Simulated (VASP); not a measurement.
Consider the following.

```
Re
1.0
    1.37464    -2.38094     0.00000
    1.37464     2.38094     0.00000
    0.00000     0.00000     4.44801
Re
2
Direct
  0.33333   0.66667   0.25000
  0.66667   0.33333   0.75000
```

Method: PBEsol GGA, VASP's PBE PAW potentials (set 64) (plane waves; VASP 6.6.1). Run with 400 eV cut-off, Gaussian smearing of 0.050 eV, potentials Re.

Unless said otherwise, spin-orbit coupling is left out, though it shifts the bands of the heavy elements here.

Estimate the band gap (along the path) with the smallest direct gap where there is one.

```
Item                                                         Result
-------------------------  ----------------------------------------
band gap (along the path)  none (metal, semimetal or under 0.01 eV)
```

Only differences to runs with the same potentials and settings are physical.

The compound is Re in the hcp structure. It was relaxed first.
